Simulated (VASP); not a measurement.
**Band gap of KBr at several levels of theory**

How does the band gap of KBr depend on the functional? The starting structure is a measured crystal structure from the Crystallography Open Database. Cell and atoms stay as given. Meshes and data sets differ where the inputs say so.

Calculated with VASP 6.6.1; Kohn-Sham DFT with plane waves and PAW; 9 levels of theory, named at each step.

## Step 1: The starting structure

It takes space group Fm-3m (No. 225, cubic). The conventional cell has a = 6.585 Å, b = 6.585 Å, c = 6.585 Å, α = 90.00°, β = 90.00°, γ = 90.00°. Nearest to Br lie 6 K at 3.29 Å. K has 6 Br at 3.29 Å nearest. Farther neighbours and most contacts between anions are not listed.

Coordinates:

```cif
data_structure
_symmetry_space_group_name_H-M 'Fm-3m'
_symmetry_Int_Tables_number 225
_cell_length_a 6.5847
_cell_length_b 6.5847
_cell_length_c 6.5847
_cell_angle_alpha 90.000
_cell_angle_beta 90.000
_cell_angle_gamma 90.000
_cell_volume 285.50
loop_
_atom_site_label
_atom_site_type_symbol
_atom_site_symmetry_multiplicity
_atom_site_Wyckoff_symbol
_atom_site_fract_x
_atom_site_fract_y
_atom_site_fract_z
_atom_site_occupancy
Br1 Br 4 b 0.50000 0.00000 0.00000 1
K1 K 4 a 0.00000 0.00000 0.00000 1
```

## Step 2: Bands with LDA

LDA, the lowest rung, knows the local density alone.

INCAR reads:

```
SYSTEM = KBr
PREC = Accurate
ENCUT = 350
EDIFF = 1E-06
NELM = 100
ISMEAR = 0
SIGMA = 0.03
LREAL = .FALSE.
ALGO = Normal
GGA = CA
NBANDS = 20
LORBIT = 11
LWAVE = .FALSE.
LCHARG = .FALSE.
KPAR = 4
LASPH = .TRUE.
```

POSCAR reads:

```
KBr
1.0
    0.0000000000      3.2923500000      3.2923500000
    3.2923500000      0.0000000000      3.2923500000
    3.2923500000      3.2923500000      0.0000000000
Br K
1 1
Direct
    0.5000000000      0.5000000000      0.5000000000
    0.0000000000      0.0000000000      0.0000000000
```

KPOINTS reads:

```
Automatic mesh
0
Gamma
6 6 6
0 0 0
```

KPOINTS_OPT reads:

```
Line mode
10
Line-mode
Reciprocal
  0.00000000   0.00000000   0.00000000 GAMMA
  0.50000000   0.00000000   0.50000000 X

  0.50000000   0.00000000   0.50000000 X
  0.50000000   0.25000000   0.75000000 W

  0.50000000   0.25000000   0.75000000 W
  0.37500000   0.37500000   0.75000000 K

  0.37500000   0.37500000   0.75000000 K
  0.00000000   0.00000000   0.00000000 GAMMA

  0.00000000   0.00000000   0.00000000 GAMMA
  0.50000000   0.50000000   0.50000000 L

  0.50000000   0.50000000   0.50000000 L
  0.62500000   0.25000000   0.62500000 U

  0.62500000   0.25000000   0.62500000 U
  0.50000000   0.25000000   0.75000000 W

  0.50000000   0.25000000   0.75000000 W
  0.50000000   0.50000000   0.50000000 L

  0.50000000   0.50000000   0.50000000 L
  0.37500000   0.37500000   0.75000000 K

  0.62500000   0.25000000   0.62500000 U
  0.50000000   0.00000000   0.50000000 X
```

Potentials, in the order of the species: Br and K_sv (LDA family, release 64).

On the command line:

```
> mpirun -np 4 vasp_std
```

The log of the run:

```text
[banner, memory and clock lines left out]
running    4 mpi-ranks, on    1 nodes
 distrk:  each k-point on    1 cores,    4 groups
 distr:  one band on    1 cores,    1 groups

 POSCAR found type information on POSCAR BrK
 POSCAR found :  2 types and       2 ions
 LDA part: xc-table for (Slater(with rela. corr.)+CA(PZ))
 , standard interpolation
 POSCAR, INCAR and KPOINTS ok, starting setup
 FFT: planning ... GRIDC
 FFT: planning ... GRID_SOFT
 FFT: planning ... GRID
 WAVECAR not read
 entering main loop
       N       E                     dE             d eps       ncg     rms          rms(c)
DAV:   1     0.803801124311E+02    0.80380E+02   -0.52527E+03   640   0.522E+02
DAV:   2    -0.247434156282E+01   -0.82854E+02   -0.77758E+02   836   0.171E+02
DAV:   3    -0.681434919032E+01   -0.43400E+01   -0.43183E+01   816   0.322E+01
DAV:   4    -0.698914268153E+01   -0.17479E+00   -0.17464E+00   972   0.578E+00
DAV:   5    -0.699074353827E+01   -0.16009E-02   -0.16008E-02   792   0.629E-01    0.333E+00
DAV:   6    -0.682473156870E+01    0.16601E+00   -0.10692E-01   728   0.162E+00    0.249E+00
DAV:   7    -0.680159764628E+01    0.23134E-01   -0.47173E-02   860   0.113E+00    0.111E+00
DAV:   8    -0.680199586355E+01   -0.39822E-03   -0.69503E-03   812   0.465E-01    0.977E-02
DAV:   9    -0.680205361270E+01   -0.57749E-04   -0.26806E-04   836   0.985E-02    0.536E-02
DAV:  10    -0.680208477358E+01   -0.31161E-04   -0.45531E-05   744   0.403E-02    0.806E-03
DAV:  11    -0.680208698087E+01   -0.22073E-05   -0.45790E-06   776   0.983E-03    0.401E-03
DAV:  12    -0.680208715721E+01   -0.17634E-06   -0.21694E-07   588   0.310E-03
   1 F= -.68020872E+01 E0= -.68020872E+01  d E =-.403176E-36
 Start KPOINTS_OPT (optional k-point list driver)
k-point batch [1-16\100]
       N       E                     dE             ncg
DAV:   1    -0.148246751748E+04   -0.60962E+04      640
DAV:   2    -0.278701549429E+04   -0.13045E+04      812
DAV:   3    -0.285563793308E+04   -0.68622E+02      816
DAV:   4    -0.285809764155E+04   -0.24597E+01      968
DAV:   5    -0.285812731736E+04   -0.29676E-01      836
DAV:   6    -0.285812811144E+04   -0.79408E-03      932
DAV:   7    -0.285812811560E+04   -0.41544E-05      796
DAV:   8    -0.285812811564E+04   -0.39692E-07      556
[...]
k-point batch [97-100\100]
       N       E                     dE             ncg
DAV:   1     0.421938759579E+04   -0.20460E+04      160
DAV:   2     0.389137466253E+04   -0.32801E+03      208
DAV:   3     0.387533306850E+04   -0.16042E+02      200
DAV:   4     0.387489723004E+04   -0.43584E+00      240
DAV:   5     0.387489359684E+04   -0.36332E-02      200
DAV:   6     0.387489350485E+04   -0.91984E-04      216
DAV:   7     0.387489350449E+04   -0.36083E-06      200
```

It took 12 s on 4 MPI ranks of Intel Xeon Platinum 8375C at 2.90GHz (Ice Lake), shared host; peak memory 0.56 GiB; 46 s of CPU time.

The logs omit lines about the potential files and the build; timing stands in the text.

Parts of OUTCAR (step 2):

```text
ion  position               nearest neighbor table
   1  0.500  0.500  0.500-   2 3.29   2 3.29   2 3.29   2 3.29   2 3.29   2 3.29
   2  0.000  0.000  0.000-   1 3.29   1 3.29   1 3.29   1 3.29   1 3.29   1 3.29

  LATTYP: Found a face centered cubic cell.
 ALAT       =     6.5847000000

 Subroutine GETGRP returns: Found 48 space group operations
 (whereof 48 operations were pure point group operations)

The static configuration has the point symmetry O_h .

 Found     16 irreducible k-points:

   k-points           NKPTS =     16   k-points in BZ     NKDIM =     16   number of bands    NBANDS=     20

   dimension x,y,z NGX =    28 NGY =   28 NGZ =   28
   dimension x,y,z NGXF=    56 NGYF=   56 NGZF=   56

   ENCUT  =  350.0 eV  25.72 Ry    5.07 a.u.   7.10  7.10  7.10*2*pi/ulx,y,z

   NELECT =      16.0000    total number of electrons

 k-points in reciprocal lattice and weights: Automatic mesh
   0.00000000  0.00000000  0.00000000       0.005
   0.16666667  0.00000000  0.00000000       0.037
   0.33333333  0.00000000  0.00000000       0.037
   0.50000000  0.00000000  0.00000000       0.019
   0.16666667  0.16666667  0.00000000       0.028
   0.33333333  0.16666667  0.00000000       0.111
   0.50000000  0.16666667  0.00000000       0.111
  -0.33333333  0.16666667  0.00000000       0.111
  -0.16666667  0.16666667  0.00000000       0.056
[...]
-0.33333333  0.33333333  0.16666667       0.111
  -0.33333333  0.50000000  0.16666667       0.056

 average (electrostatic) potential at core
       1 -70.9153       2 -36.2476

 E-fermi :  -1.6241

 k-point     1 :       0.0000    0.0000    0.0000
  band No.  band energies     occupation
    ...
      4     -12.9945      2.00000
      5     -12.9945      2.00000
      6      -1.8847      2.00000
      7      -1.8847      2.00000
      8      -1.8847      2.00000
      9       2.1721      0.00000
     10       5.4623      0.00000
     11       5.4623      0.00000
     12       5.4623      0.00000
     13       6.3406      0.00000
    ...

 k-point     2 :       0.1667    0.0000    0.0000
  band No.  band energies     occupation
    ...
      4     -12.9960      2.00000
      5     -12.9318      2.00000
      6      -2.2863      2.00000
      7      -1.9802      2.00000
      8      -1.9802      2.00000
      9       2.8574      0.00000
     10       5.3046      0.00000
     11       5.7925      0.00000
     12       5.7925      0.00000
     13       6.7053      0.00000
    ...

 k-point     3 :       0.3333    0.0000    0.0000
  band No.  band energies     occupation
    ...
      4     -12.9992      2.00000
      5     -12.8164      2.00000
      6      -2.8972      2.00000
      7      -2.1585      2.00000
      8      -2.1585      2.00000
      9       3.9833      0.00000
     10       5.5525      0.00000
     11       6.6749      0.00000
     12       6.6749      0.00000
     13       7.6129      0.00000
    ...

  Total       -0.6994068     -0.6994068     -0.6994068     -0.0000000      0.0000000      0.0000000
  in kB      -15.6997403    -15.6997403    -15.6997403     -0.0000000      0.0000000      0.0000000
  external PRESSURE =     -15.6997403 kB  Pullay stress =       0.0000000 kB

  energy-cutoff  :      350.00
  volume of cell :       71.38
      direct lattice vectors                 reciprocal lattice vectors
     0.000000000  3.292350000  3.292350000    -0.151867207  0.151867207  0.151867207
     3.292350000  0.000000000  3.292350000     0.151867207 -0.151867207  0.151867207
     3.292350000  3.292350000  0.000000000     0.151867207  0.151867207 -0.151867207

 POSITION                                       TOTAL-FORCE (eV/Angst)
 -----------------------------------------------------------------------------------
      3.29235      3.29235      3.29235         0.000000     -0.000000      0.000000
      0.00000      0.00000      0.00000        -0.000000      0.000000     -0.000000
 -----------------------------------------------------------------------------------
    total drift:                                0.000000      0.000000      0.000000

  FREE ENERGIE OF THE ION-ELECTRON SYSTEM (eV)
  ---------------------------------------------------
  free  energy   TOTEN  =        -6.8020871572 eV

  energy  without entropy=       -6.8020871572  energy(sigma->0) =       -6.80208716

 total charge
# of ion       s       p       d       tot
------------------------------------------
    1        1.600   3.275   0.001   4.877
    2        1.956   5.557   0.026   7.539
--------------------------------------------------
tot          3.556   8.832   0.027  12.415

[... 3 further parts left out ...]
```

Spin-orbit coupling is off here; it would split degenerate levels.

LDA gives a direct gap of 4.057 eV.

## Step 3: Bands with PBE

PBE, the usual starting point, adds the gradient of the density.

INCAR: that of step 2 with these lines changed.

```diff
@@ -9,3 +9,3 @@
 ALGO = Normal
-GGA = CA
+GGA = PE
 NBANDS = 20
```

POSCAR is that of step 2.

KPOINTS is that of step 2.

KPOINTS_OPT is that of step 2.

The projector-augmented-wave data sets are Br and K_sv (PBE family, release 64).

On the command line:

```
> mpirun -np 4 vasp_std
```

The log of the run:

```text
[banner, memory and clock lines left out]
running    4 mpi-ranks, on    1 nodes
[...]
LDA part: xc-table for (Slater+PW92), standard interpolation
 POSCAR, INCAR and KPOINTS ok, starting setup
[...]
entering main loop
       N       E                     dE             d eps       ncg     rms          rms(c)
DAV:   1     0.785209797949E+02    0.78521E+02   -0.52877E+03   640   0.521E+02
DAV:   2    -0.206819620312E+01   -0.80589E+02   -0.75949E+02   844   0.164E+02
DAV:   3    -0.621014379394E+01   -0.41419E+01   -0.41214E+01   816   0.317E+01
DAV:   4    -0.638193418697E+01   -0.17179E+00   -0.17164E+00   968   0.543E+00
[...]
DAV:  11    -0.621172496956E+01   -0.28880E-04   -0.33306E-05   736   0.268E-02    0.683E-03
DAV:  12    -0.621172619956E+01   -0.12300E-05   -0.23061E-06   724   0.752E-03    0.589E-04
DAV:  13    -0.621172624598E+01   -0.46426E-07   -0.36452E-08   568   0.977E-04
   1 F= -.62117262E+01 E0= -.62117262E+01  d E =-.325266E-12
 Start KPOINTS_OPT (optional k-point list driver)
k-point batch [1-16\100]
       N       E                     dE             ncg
DAV:   1    -0.150100124519E+04   -0.61147E+04      640
DAV:   2    -0.276755315895E+04   -0.12666E+04      820
DAV:   3    -0.283305773975E+04   -0.65505E+02      820
DAV:   4    -0.283565179417E+04   -0.25941E+01      964
DAV:   5    -0.283567061607E+04   -0.18822E-01      788
DAV:   6    -0.283567106588E+04   -0.44982E-03      952
DAV:   7    -0.283567106777E+04   -0.18818E-05      748
DAV:   8    -0.283567106779E+04   -0.26887E-07      532
[...]
k-point batch [97-100\100]
       N       E                     dE             ncg
DAV:   1     0.421658480853E+04   -0.20488E+04      160
DAV:   2     0.389638793076E+04   -0.32020E+03      212
DAV:   3     0.388105760868E+04   -0.15330E+02      200
DAV:   4     0.388063336793E+04   -0.42424E+00      236
DAV:   5     0.388063043086E+04   -0.29371E-02      184
DAV:   6     0.388063036864E+04   -0.62221E-04      232
DAV:   7     0.388063036840E+04   -0.24266E-06      180
```

It took 14 s on 4 MPI ranks; peak memory 0.63 GiB.

OUTCAR, selected parts (step 3):

```text
  Total        0.3610670      0.3610670      0.3610670     -0.0000000      0.0000000      0.0000000
  in kB        8.1049502      8.1049502      8.1049502     -0.0000000      0.0000000      0.0000000
  external PRESSURE =       8.1049502 kB  Pullay stress =       0.0000000 kB

 POSITION                                       TOTAL-FORCE (eV/Angst)
 -----------------------------------------------------------------------------------
      3.29235      3.29235      3.29235        -0.000000      0.000000     -0.000000
      0.00000      0.00000      0.00000         0.000000     -0.000000      0.000000
 -----------------------------------------------------------------------------------
    total drift:                                0.000000      0.000000      0.000000

  FREE ENERGIE OF THE ION-ELECTRON SYSTEM (eV)
  ---------------------------------------------------
  free  energy   TOTEN  =        -6.2117262460 eV

  energy  without entropy=       -6.2117262460  energy(sigma->0) =       -6.21172625

[... 2 parts as in an earlier step ...]

[... 1 further part left out ...]
[key lines of the parts left out:]
E-fermi :  -1.5763
```

PBE gives a direct gap of 4.453 eV. The least gap is +0.396 eV from that of LDA.

## Step 4: Bands with r2SCAN

r2SCAN adds the kinetic-energy density, costs more than a GGA and is run with LASPH.

INCAR: that of step 3 with these lines changed.

```diff
@@ -9,3 +9,4 @@
 ALGO = Normal
-GGA = PE
+METAGGA = R2SCAN
+LASPH = .TRUE.
 NBANDS = 20
@@ -15,2 +16 @@
 KPAR = 4
-LASPH = .TRUE.
```

POSCAR is that of step 3.

KPOINTS is that of step 3.

KPOINTS_OPT is that of step 3.

On the command line:

```
> mpirun -np 4 vasp_std
```

The log of the run:

```text
[banner, memory and clock lines left out]
running    4 mpi-ranks, on    1 nodes
[...]
|                                                                             |
|               ----> ADVICE to this user running VASP <----                  |
|                                                                             |
|     You enforced a specific xc type in the INCAR file but a different       |
|     [... a line on the potential file left out ...]
|     I HOPE YOU KNOW WHAT YOU ARE DOING!                                     |
|                                                                             |

 LDA part: xc-table for (None), standard interpolation
 POSCAR, INCAR and KPOINTS ok, starting setup
[...]
entering main loop
       N       E                     dE             d eps       ncg     rms          rms(c)
DAV:   1     0.574485142124E+02    0.57449E+02   -0.53874E+03   640   0.533E+02
DAV:   2    -0.226137283106E+02   -0.80062E+02   -0.75339E+02   844   0.167E+02
[...]
DAV:  11    -0.232445092430E+02   -0.14020E-03   -0.11486E-04   724   0.657E-02    0.600E-03
DAV:  12    -0.232445093202E+02   -0.77229E-07   -0.80336E-07   816   0.531E-03
   1 F= -.23244509E+02 E0= -.23244509E+02  d E =-.110744E-12
 Start KPOINTS_OPT (optional k-point list driver)
k-point batch [1-16\100]
       N       E                     dE             ncg
DAV:   1    -0.164990787247E+04   -0.62636E+04      640
DAV:   2    -0.295136547193E+04   -0.13015E+04      792
DAV:   3    -0.301818203339E+04   -0.66817E+02      836
DAV:   4    -0.302097646489E+04   -0.27944E+01      976
DAV:   5    -0.302099482256E+04   -0.18358E-01      804
DAV:   6    -0.302099528637E+04   -0.46382E-03      944
DAV:   7    -0.302099528862E+04   -0.22489E-05      804
DAV:   8    -0.302099528865E+04   -0.23593E-07      572
[...]
k-point batch [97-100\100]
       N       E                     dE             ncg
DAV:   1     0.418079651112E+04   -0.20846E+04      160
DAV:   2     0.385040056248E+04   -0.33040E+03      212
DAV:   3     0.383469818970E+04   -0.15702E+02      200
DAV:   4     0.383423454422E+04   -0.46365E+00      244
DAV:   5     0.383423095678E+04   -0.35874E-02      188
DAV:   6     0.383423087573E+04   -0.81049E-04      232
DAV:   7     0.383423087541E+04   -0.32736E-06      172
```

Elapsed: 37 s, on 4 MPI ranks; peak memory 0.65 GiB; 2.4 min of CPU time.

Parts of OUTCAR (step 4):

```text
  Total        0.0504321      0.0504321      0.0504321      0.0000000     -0.0000000     -0.0000000
  in kB        1.1320613      1.1320613      1.1320613      0.0000000     -0.0000000     -0.0000000
  external PRESSURE =       1.1320613 kB  Pullay stress =       0.0000000 kB

  FREE ENERGIE OF THE ION-ELECTRON SYSTEM (eV)
  ---------------------------------------------------
  free  energy   TOTEN  =       -23.2445093202 eV

  energy  without entropy=      -23.2445093202  energy(sigma->0) =      -23.24450932

[... 3 parts as in an earlier step ...]

[... 1 further part left out ...]
[key lines of the parts left out:]
E-fermi :  -1.9809
```

r2SCAN gives a direct gap of 5.098 eV. The least gap is +1.042 eV from that of LDA.

## Step 5: Bands with TB-mBJ

TB-mBJ is a local potential fitted to gaps: it costs far less than a hybrid but gives no energy. Its energies, forces and stress mean nothing.

INCAR: that of step 4 with these lines changed.

```diff
@@ -4,3 +4,3 @@
 EDIFF = 1E-06
-NELM = 100
+NELM = 150
 ISMEAR = 0
@@ -9,3 +9,3 @@
 ALGO = Normal
-METAGGA = R2SCAN
+METAGGA = MBJ
 LASPH = .TRUE.
```

POSCAR is that of step 4.

KPOINTS is that of step 4.

KPOINTS_OPT is that of step 4.

On the command line:

```
> mpirun -np 4 vasp_std
```

The log of the run:

```text
[banner, memory and clock lines left out]
running    4 mpi-ranks, on    1 nodes
[...]
[... a notice as in an earlier step ...]

 LDA part: xc-table for (None), standard interpolation
 POSCAR, INCAR and KPOINTS ok, starting setup
[...]
entering main loop
       N       E                     dE             d eps       ncg     rms          rms(c)
DAV:   1     0.261208671411E+03    0.26121E+03   -0.52612E+03   640   0.519E+02
DAV:   2     0.181284099570E+03   -0.79925E+02   -0.75275E+02   852   0.163E+02
DAV:   3     0.176943684920E+03   -0.43404E+01   -0.43115E+01   936   0.321E+01
DAV:   4     0.176798727571E+03   -0.14496E+00   -0.14484E+00   912   0.520E+00
[...]
DAV:  35     0.162493707280E+03    0.56194E+01   -0.14285E+02   808   0.621E+01    0.115E+02
DAV:  36     0.146115240656E+03   -0.16378E+02   -0.31046E+02   756   0.926E+01    0.167E+02
DAV:  37     0.162135941786E+03    0.16021E+02   -0.28746E+02   668   0.666E+01    0.917E+01
|                                                                             |
|     EEEEEEE  RRRRRR   RRRRRR   OOOOOOO  RRRRRR      ###     ###     ###     |
|     E        R     R  R     R  O     O  R     R     ###     ###     ###     |
|     E        R     R  R     R  O     O  R     R     ###     ###     ###     |
|     EEEEE    RRRRRR   RRRRRR   O     O  RRRRRR       #       #       #      |
|     E        R   R    R   R    O     O  R   R                               |
|     E        R    R   R    R   O     O  R    R      ###     ###     ###     |
|     EEEEEEE  R     R  R     R  OOOOOOO  R     R     ###     ###     ###     |
|                                                                             |
|     EDDAV: Call to ZHEGV failed. Returncode = 7 1 8                         |
|                                                                             |
|       ---->  I REFUSE TO CONTINUE WITH THIS SICK JOB ... BYE!!! <----       |
|                                                                             |

1
1
1
1
```

It took 24 s on 4 MPI ranks.

VASP stopped with this message: “EDDAV: Call to ZHEGV failed”.

(Continued in part 2 of 3.)

[Lines on the potential files, build, host, timing and source positions are cut from VASP's logs without a mark.]

[Logs are printed without paths, hosts, clocks, repeated set-up lines and the standing remarks that a program may print on its own settings, such as how far it seeks lower states.]

[Hosts, paths, dates, database ids (printed as entryN), source tags and the programs' standing remarks are cut or masked in the printed files.]
